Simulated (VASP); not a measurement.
Here is the system:

```
Ga3As4B
1.0
    5.44215     0.00000     0.00000
    0.00000     5.44215     0.00000
    0.00000     0.00000     5.44215
Ga As B
3 4 1
Direct
  0.00000   0.00000   0.00000
  0.50000   0.50000   0.00000
  0.50000   0.00000   0.50000
  0.22804   0.27196   0.27196
  0.77196   0.72804   0.27196
  0.77196   0.27196   0.72804
  0.22804   0.72804   0.72804
  0.00000   0.50000   0.50000
```

Method: PBEsol GGA, VASP's PBE PAW potentials (set 64) (plane waves; VASP). Run with 520 eV cut-off, 5×5×5 Γ-centred mesh, tetrahedra with Blöchl corrections, potentials Ga_d As B.

Question: What does the run give for the energy per atom (σ→0)?

Answer: 
* **energy per atom (σ→0)**: -4.826 eV/atom

Total energies compare only between runs with the same potentials, cut-off and functional.

The structure was generated: Ga3As4B was put into an ordered model structure (P-43m), which need not be its known phase. It was relaxed first.
